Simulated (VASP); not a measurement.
Consider the following.

```
BeSe
1.0
    0.00000     2.56666     2.56666
    2.56666     0.00000     2.56666
    2.56666     2.56666     0.00000
Be Se
1 1
Direct
  0.00000   0.00000   0.00000
  0.25000   0.25000   0.25000
```

Calculation: PBEsol GGA, VASP's PBE PAW potentials (set 64) (plane waves; VASP). Run with 500 eV cut-off, 9×9×9 Γ-centred mesh, Gaussian smearing of 0.050 eV, potentials Be Se.

Task: What does the run give for the energy per atom (σ→0)?

Result: 
| Item | Value |
|---|---|
| energy per atom (σ→0) | -4.725 eV/atom |

The compound is BeSe in the zinc blende structure. It was relaxed first.
